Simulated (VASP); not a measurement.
Consider the following.

```
CELL_PARAMETERS angstrom
      0.00000     2.97872     2.97872
      2.97872     0.00000     2.97872
      2.97872     2.97872     0.00000
ATOMIC_POSITIONS crystal
  In 0.00000 0.00000 0.00000
  P  0.25000 0.25000 0.25000
```

These are PBE GGA, VASP's PBE PAW potentials (set 64) (plane waves; VASP) values and carry that method's errors. Numerical set-up: 520 eV cut-off, 6×6×6 Γ-centred mesh, Gaussian smearing of 0.050 eV, potentials In_d P.

Unless said otherwise, spin-orbit coupling is left out, though it shifts the bands of the heavy elements here.

Q: What does the run give for the energy per atom (σ→0), band gap (on the k-mesh) with the smallest direct gap where there is one?

A: 
```json
{
 "band gap (on the k-mesh)": "0.44 eV",
 "smallest direct gap (on the k-mesh)": "0.44 eV",
 "energy per atom (σ→0)": "-4.198 eV/atom"
}
```

Only differences to runs with the same potentials and settings are physical.

The compound is InP in the zinc blende structure. It was relaxed first.
